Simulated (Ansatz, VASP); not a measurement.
# Si in VASP and in Ansatz

```
CELL_PARAMETERS angstrom
2.47807 0.00000 0.00000
-1.23903 2.14607 0.00000
0.00000 0.00000 2.53253
ATOMIC_POSITIONS crystal
Si 0.00000 0.00000 0.00000
```

Change from the starting cell: strain -0.050 along x and y, +0.025 along z, atoms carried along.

Alike in both runs: task single point; functional LDA; k mesh 24 × 24 × 24; occupations gaussian, width 0.15 eV; no spin polarisation.

```csv
,VASP,Ansatz
version,VASP 6.6.1,Ansatz 0.2.0
potentials or method,"VASP PAW LDA potentials, release 64 (Si)","scalar-relativistic, plane waves, PAW"
plane-wave cutoff (eV),520,420
valence electrons in the cell,4,4
```

Ansatz gave:

```
gap on the k mesh at the Fermi level (eV)       : none
pressure (GPa)                                  : 11.2
largest component of the traceless stress (GPa) : 16.27
```

Problem. Which values does VASP return?

Solution. gap on the k mesh at the Fermi level (eV): none; pressure (GPa): 11.3; largest component of the traceless stress (GPa): 16.27.

A gap of «none» marks a metal or a gap that the smearing closes.
